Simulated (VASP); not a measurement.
A convergence study with VASP on PbSe (rock salt): one setting is varied, all else stays as given below, so the limit is that of these other settings.

```yaml
crystal:
  lattice:
    - [0.00000, 3.06000, 3.06000]
    - [3.06000, 0.00000, 3.06000]
    - [3.06000, 3.06000, 0.00000]
  atoms:
    - { symbol: Pb, position: [0.00000, 0.00000, 0.00000] }
    - { symbol: Se, position: [0.50000, 0.50000, 0.50000] }
```

The numbers are results of PBE GGA, VASP's PBE PAW potentials (set 64) (plane waves; VASP), not measurements. The tightest run used: 550 eV cut-off, 16×16×16 Γ-centred mesh, Gaussian smearing of 0.050 eV, potentials Pb_d Se.

### Question
The settings run are 1×1×1 mesh; 2×2×2 mesh; 3×3×3 mesh; 5×5×5 mesh; 6×6×6 mesh; 7×7×7 mesh; 9×9×9 mesh; 10×10×10 mesh; 11×11×11 mesh; 12×12×12 mesh; 13×13×13 mesh; 15×15×15 mesh; 16×16×16 mesh. From which on does the stress (every component) stay within 0.5 GPa of the tightest run?

### Answer
From 5×5×5 mesh on: it is off by 0.17 there and by no more than 0.5 in any finer run, while 3×3×3 mesh is off by 0.94.
| setting | E (eV/atom) | pressure (GPa) | irreducible k-points | difference judged (GPa) |
|---|---|---|---|---|
| 1×1×1 mesh | -1.7198 | 23.64 | 1 | 21.17 |
| 2×2×2 mesh | -3.3148 | 9.95 | 3 | 7.48 |
| 3×3×3 mesh | -4.1462 | 1.52 | 4 | 0.94 |
| 5×5×5 mesh | -4.0946 | 2.29 | 10 | 0.17 |
| 6×6×6 mesh | -4.0903 | 2.42 | 16 | 0.05 |
| 7×7×7 mesh | -4.0897 | 2.41 | 20 | 0.06 |
| 9×9×9 mesh | -4.0888 | 2.44 | 35 | 0.03 |
| 10×10×10 mesh | -4.0884 | 2.47 | 47 | 0.00 |
| 11×11×11 mesh | -4.0885 | 2.46 | 56 | 0.01 |
| 12×12×12 mesh | -4.0884 | 2.47 | 72 | 0.00 |
| 13×13×13 mesh | -4.0884 | 2.47 | 84 | 0.00 |
| 15×15×15 mesh | -4.0883 | 2.47 | 120 | 0.00 |
| 16×16×16 mesh | -4.0883 | 2.47 | 145 | 0.00 |

Left out are rungs that failed or repeat a setting and relaxations that didn't move; long series are thinned to 24 rows.

The compound is PbSe in the rock salt structure. The cell was not relaxed at this level.
